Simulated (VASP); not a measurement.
The system is AlB2Sb3.

```xyz
12
Lattice="6.0646 -3.5960 -0.0092 5.9486 3.3947 -0.0274 -0.0199 -0.0172 6.4918" Properties=species:S:1:pos:R:3 pbc="T T T"
Al    5.9361   -2.4182    0.0695
Al    6.1116    2.1860    3.1532
B     8.0314    0.7413    6.4557
B     3.8531    0.9837    6.4650
B     3.9750   -1.1842    3.2119
B     8.1451   -1.2225    3.3430
Sb    3.8063   -1.3035    5.5336
Sb    8.1912   -1.2590    5.5610
Sb    5.8916    1.8400    5.8184
Sb    8.2857    0.8404    2.2107
Sb    3.7237    0.9785    2.3326
Sb    6.0115   -2.0885    2.7238
```

The cell was built by a generator and needn't be a form met in nature.

| Quantity | Value |
| --- | --- |
| Program | VASP 6.6.1 |
| Task | relaxation of cell and atoms |
| Functional | PBE |
| Potentials or basis | VASP PAW PBE potentials, release 64 (Al, B, Sb) |
| Cutoff | 520 eV |
| k mesh | 4 × 4 × 4 |
| Occupations | gaussian, width 0.15 eV |
| Spin | no spin polarisation |

At the start: pressure -2.4 GPa; volume 22.71 Å³/atom.

Task: How do energy, volume and symmetry change on relaxing?

Result: Over 20 steps the energy falls by 59.1 meV/atom and the volume is 21.81 Å³/atom (-3.9 %); space group Cmc2_1 (No. 36, to 0.05 Å).

The path:
```
step  energy change (eV)  largest force (eV/Å)  pressure (GPa)  volume (Å³)
   1              0.0000                1.5536           -2.36       272.51
   2             -0.5435                0.5601            0.73       259.46
   3             -0.5441                0.5614            0.88       259.01
   4             -0.6439                0.3197            0.16       261.22
   5             -0.6459                0.3463            0.06       261.58
   6             -0.6751                0.2264           -0.19       262.40
   7             -0.6829                0.1761           -0.40       263.14
   8             -0.6934                0.1430            0.22       260.99
   9             -0.6936                0.1454            0.36       260.60
  10             -0.7018                0.1029            0.09       261.55
  11             -0.7026                0.1081           -0.03       261.97
  12             -0.7054                0.0869           -0.08       262.06
  13             -0.7055                0.0868           -0.08       262.07
  14             -0.7072                0.0682            0.05       261.54
  15             -0.7073                0.0726            0.06       261.50
  16             -0.7083                0.0414            0.00       261.72
  17             -0.7083                0.0523           -0.01       261.78
  18             -0.7089                0.0387           -0.02       261.85
  19             -0.7090                0.0406           -0.03       261.87
  20             -0.7094                0.0248            0.00       261.77
```

Final structure:
```cif
data_structure
_symmetry_space_group_name_H-M 'P 1'
_symmetry_Int_Tables_number 1
_cell_length_a 6.8419
_cell_length_b 6.8448
_cell_length_c 6.4587
_cell_angle_alpha 89.990
_cell_angle_beta 89.989
_cell_angle_gamma 59.933
_cell_volume 261.77
loop_
_atom_site_label
_atom_site_type_symbol
_atom_site_fract_x
_atom_site_fract_y
_atom_site_fract_z
_atom_site_occupancy
Al1 Al 0.84102 0.15854 0.99933 1
Al2 Al 0.17318 0.82816 0.49976 1
B1 B 0.52557 0.81962 0.99960 1
B2 B 0.18017 0.47383 0.99982 1
B3 B 0.48839 0.16710 0.49966 1
B4 B 0.83379 0.51232 0.49975 1
Sb1 Sb 0.47656 0.15184 0.86018 1
Sb2 Sb 0.84784 0.52301 0.86045 1
Sb3 Sb 0.22193 0.77739 0.90803 1
Sb4 Sb 0.53739 0.83504 0.36018 1
Sb5 Sb 0.16581 0.46367 0.36050 1
Sb6 Sb 0.79196 0.20896 0.40756 1
```
